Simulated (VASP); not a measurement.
Energy against volume of Se (trig). Computed with r2SCAN meta-GGA, VASP's PBE PAW potentials (set 64) (plane waves; VASP). Settings: 520 eV cut-off, 6×6×5 Γ-centred mesh, Gaussian smearing of 0.050 eV, potentials Se.

Shape and ions are relaxed at each volume.

| V (Å³/atom) | E (eV/atom) |
|---|---|
| 28.339 | -14.30861 |
| 29.215 | -14.30951 |
| 30.092 | -14.30894 |
| 30.968 | -14.30727 |

Q: Fit these four points and predict the energy of the run at 27.462 Å³/atom.

A: A cubic in V^(−2/3), the third-order Birch-Murnaghan form, passes through the four points with V0 = 29.27 Å³/atom and B0 = 9 GPa, and gives -14.3058 eV/atom there. The run gave -14.3058 eV/atom, -0.1 meV/atom from the fit; all five points give B0 = 9 GPa.

The compound is Se in the trig structure. It was relaxed first, which changed the volume by +7 %.
